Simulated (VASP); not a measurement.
A cell of C (diamond) near equilibrium:

```
CELL_PARAMETERS angstrom
      0.00000     1.78672     1.78672
      1.78672     0.00000     1.78672
      1.78672     1.78672     0.00000
ATOMIC_POSITIONS crystal
  C  0.00000 0.00000 0.00000
  C  0.25000 0.25000 0.25000
```

Level of theory: PBE GGA, VASP's PBE PAW potentials (set 64) (plane waves; VASP).

| run | ΔE (meV/atom) | σxx | σyy | σzz | largest shear component, with its sign (GPa) | largest force (eV/Å) | gap (eV) |
|---|---|---|---|---|---|---|---|
| as it is | 0.0 | -0.68 | -0.68 | -0.68 | 0.00 | 0.000 | 4.14 |
| after one change | 1.8 | 6.01 | 6.01 | 6.01 | 0.00 | 0.000 | 4.17 |
Stress is in GPa, positive when the cell is compressed; gaps are those on the k-mesh, and 0.00 means metallic.

**Question.** Which change was made?
(A) biaxial strain of -2.0 % in the yz plane
(B) isotropic strain of -0.5 %
(C) atom 1 (C) moved by -0.025 Å along z
(D) isotropic strain of -3.0 %

**Answer.** B, isotropic strain of -0.5 %

The compound is C in the diamond structure.
